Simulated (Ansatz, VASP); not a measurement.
# CsAgMoO4: VASP beside Ansatz, part 3 of 3

Aim: how closely do two programs agree when they are given the same cell, functional and k mesh? The cell is generated by rule, not measured, and may not be a known phase. Of the first pair: The cell is taken from a series of runs on this material, whose earlier steps may have relaxed, scaled, displaced or heated it; both programs get it as it stands.

VASP 6.6.1 and Ansatz 0.2.0.

So far: VASP: relaxation of cell and atoms, PBEsol, pair 1; Ansatz: relaxation of cell and atoms, PBEsol, pair 1; Side by side; VASP: relaxation of cell and atoms, PBEsol, pair 2; Ansatz: relaxation of cell and atoms, PBEsol, pair 2; Comparison.

## 8. Ansatz: relaxation of cell and atoms, PBEsol, pair 3

Level of this step: Ansatz beside VASP: Kohn-Sham DFT, plane waves, PBEsol (Ansatz).

The relaxed volume is the usual yardstick between codes: in a stiff, nearly cubic crystal its relative difference is about their pressure difference at one cell divided by the bulk modulus. Its start cell is another than that of the pair before, and may be another structure of the material.

The two relaxations start from unlike cells of this crystal (the structure described is Ansatz's start), so only their ends are compared.

input.yaml reads:

```yaml
crystal:
  lattice:
    - [0.0, 4.24493, 4.24493]
    - [4.24493, 0.0, 4.24493]
    - [4.24493, 4.24493, 0.0]
  atoms:
    - { symbol: Cs, position: [0.75, 0.75, 0.75] }
    - { symbol: Ag, position: [0.5, 0.5, 0.5] }
    - { symbol: Mo, position: [0.25, 0.25, 0.25] }
    - { symbol: O, position: [0.88636748, 0.37121084, 0.37121084] }
    - { symbol: O, position: [0.37121084, 0.37121084, 0.88636748] }
    - { symbol: O, position: [0.37121084, 0.88636748, 0.37121084] }
    - { symbol: O, position: [0.37121084, 0.37121084, 0.37121084] }
kpoints:
  mp_grid: { grid: [4, 4, 4] }
hamiltonian:
  xc: pbesol
scf:
  occupations: { method: gaussian, width: 0.1 }
output:
  forces: true
  stress: true
  eigenvalues: true
relax:
  adjacent_minimum: "off"
  f_tol: 0.05
  max_steps: 80
  cell: { stress_tol: 0.5 }
```

Command:

```sh
ansatz run input.yaml --threads 8 --pin off --max-ram 14336MiB --backend cpu --events-out ev --progress --plain --runs-dir out
```

Numbers of over 12 decimals in the logs are rounded to 6 here.

What it wrote:

```text
[...]
Crystal: 7 atoms, lattice volume = 152.982 Å³
Basis set: ecut = 420 eV, 2975 PW (Γ), exchange–correlation on 90×90×90 points (8 copies of the dense FFT grid, shifted against one another)
Bands: 40, of which v1, the nominal top of the filled ones, is band 33 counted from 1 (32 counted from 0)
Symmetry: 24 space group operations
[...]
k-points: 8 of 64 (time reversal used)
[...]
- [0, 4.552536, 4.552536]
    - [4.552536, 0, 4.552536]
    - [4.552536, 4.552536, 0]
  atoms:
    - { symbol: Cs, position: [0.75, 0.75, 0.75] }
    - { symbol: Ag, position: [0.5, 0.5, 0.5] }
    - { symbol: Mo, position: [0.25, 0.25, 0.25] }
    - { symbol: O, position: [0.914069, 0.361977, 0.361977] }
    - { symbol: O, position: [0.361977, 0.361977, 0.914069] }
    - { symbol: O, position: [0.361977, 0.914069, 0.361977] }
    - { symbol: O, position: [0.361977, 0.361977, 0.361977] }
[key lines of the parts left out:]
SCF converged after 5 iterations
Free energy (F): -20249.769125 eV
Fermi energy:    4.453899 eV
P = ⅓ Tr σ = 0.3328 GPa (3.328 kbar)
```

## 9. VASP: relaxation of cell and atoms, PBEsol, pair 3

Its own start cell and the same functional, mesh and smearing now go to VASP, with its own data sets.

INCAR reads:

```
SYSTEM = CsAgMoO4
PREC = Accurate
ENCUT = 600
EDIFF = 1E-07
NELM = 120
ISMEAR = 0
SIGMA = 0.1
LREAL = .FALSE.
ALGO = Normal
GGA = PS
NBANDS = 36
LASPH = .TRUE.
LORBIT = 11
LWAVE = .FALSE.
LCHARG = .FALSE.
ISIF = 3
IBRION = 2
NSW = 80
EDIFFG = -0.005
GGA_COMPAT = .FALSE.
NELMIN = 4
EFERMI = MIDGAP
KPAR = 2
```

POSCAR reads:

```
CsAgMoO4
1.0
    0.0000000000      4.5635561035      4.5635561035
    4.5635561035      0.0000000000      4.5635561035
    4.5635561035      4.5635561035      0.0000000000
Cs Ag Mo O
1 1 1 4
Direct
    0.7500000000      0.7500000000      0.7500000000
    0.5000000000      0.5000000000      0.5000000000
    0.2500000000      0.2500000000      0.2500000000
    0.9143157106      0.3618947631      0.3618947631
    0.3618947631      0.3618947631      0.9143157106
    0.3618947631      0.9143157106      0.3618947631
    0.3618947631      0.3618947631      0.3618947631
```

KPOINTS reads:

```
Automatic mesh
0
Gamma
4 4 4
0 0 0
```

PAW data sets: Cs_sv, Ag, Mo_sv and O (PBE family, release 64).

Command:

```sh
mpirun -np 2 vasp_std
```

What it wrote:

```text
[... set-up lines as in an earlier step ...]
 entering main loop
       N       E                     dE             d eps       ncg     rms          rms(c)
DAV:   1     0.507616635468E+03    0.50762E+03   -0.32096E+04   648   0.160E+03
DAV:   2    -0.140402599036E+02   -0.52166E+03   -0.51084E+03   708   0.361E+02
DAV:   3    -0.574119302361E+02   -0.43372E+02   -0.43086E+02   736   0.106E+02
DAV:   4    -0.581776827719E+02   -0.76575E+00   -0.76282E+00   752   0.142E+01
[...]
DAV:  16    -0.479841412695E+02    0.10361E-06   -0.15201E-06   644   0.777E-03    0.565E-03
DAV:  17    -0.479841411788E+02    0.90731E-07   -0.11501E-06   648   0.656E-03    0.112E-03
DAV:  18    -0.479841411774E+02    0.14170E-08   -0.39455E-08   472   0.129E-03
   1 F= -.47984141E+02 E0= -.47984141E+02  d E =-.479841E+02
[...]
2 F= -.47984161E+02 E0= -.47984161E+02  d E =-.200790E-04
[...]
3 F= -.47984186E+02 E0= -.47984186E+02  d E =-.452959E-04
[...]
4 F= -.47984222E+02 E0= -.47984222E+02  d E =-.352743E-04
[...]
5 F= -.47984223E+02 E0= -.47984223E+02  d E =-.366040E-04
[...]
reached required accuracy - stopping structural energy minimisation
```

Parts of OUTCAR (step 9):

```text
  Total       -0.0039400     -0.0039400     -0.0039400      0.0000000      0.0000000     -0.0000000
  in kB       -0.0332713     -0.0332713     -0.0332713      0.0000000      0.0000000     -0.0000000
  external PRESSURE =      -0.0332713 kB  Pullay stress =       0.0000000 kB

 POSITION                                       TOTAL-FORCE (eV/Angst)
 -----------------------------------------------------------------------------------
      6.84111      6.84111      6.84111        -0.000000     -0.000000     -0.000000
      4.56074      4.56074      4.56074        -0.000000     -0.000000     -0.000000
      2.28037      2.28037      2.28037        -0.000000     -0.000000     -0.000000
      3.30148      5.82000      5.82000        -0.000280      0.000280      0.000280
      5.82000      5.82000      3.30148         0.000280      0.000280     -0.000280
      5.82000      3.30148      5.82000         0.000280     -0.000280      0.000280
      3.30148      3.30148      3.30148        -0.000280     -0.000280     -0.000280
 -----------------------------------------------------------------------------------
    total drift:                                0.000002      0.000002      0.000002

  FREE ENERGIE OF THE ION-ELECTRON SYSTEM (eV)
  ---------------------------------------------------
  free  energy   TOTEN  =       -47.9842230772 eV

  energy  without entropy=      -47.9842230772  energy(sigma->0) =      -47.98422308

[... 2 parts as in an earlier step ...]

[... 2 further parts left out ...]
[key lines of the parts left out:]
E-fermi :   1.3310
```

## 10. Side by side

What differs besides the data sets and the points named for the pairs above, as far as they apply: the data sets hold 66 valence electrons in Ansatz (on its default PAW (the set named soft_2) files) and 58 in VASP. Total energies have different zeros and are not compared.

The two programs side by side:

```
                                         quantity  Ansatz    VASP  difference
                                      volume (Å³)  188.71  189.73     -0.54 %
edge a after relaxation, in the typed setting (Å)   6.438   6.450     -0.18 %
```

## 11. Outcome

```yaml
difference_in_volume_relaxation_of_cell_and_atoms_pbesol_pair_1: 0.35 %
difference_in_volume_relaxation_of_cell_and_atoms_pbesol_pair_2: 0.30 %
difference_in_volume_relaxation_of_cell_and_atoms_pbesol_pair_3: -0.54 %
```

The difference in volume is -0.54 % (relaxation of cell and atoms, PBEsol, pair 3), within the 1.2 % picked in this series as the mark of a large difference, as far as the stopping tolerances let one tell. The data sets hold unlike numbers of valence electrons (66 in Ansatz and 58 in VASP), so part of the differences comes from the potentials. Such differences can come from data sets, numerical settings and the points named under the comparisons, not from the functional's error against experiment.

[Lines on the potential files, build, host, timing and source positions are cut from VASP's logs without a mark.]

[Logs are printed without paths, hosts, clocks, repeated set-up lines and the standing remarks that a program may print on its own settings, such as how far it seeks lower states.]

[Hosts, paths, dates, database ids (printed as entryN), source tags and the programs' standing remarks are cut or masked in the printed files.]
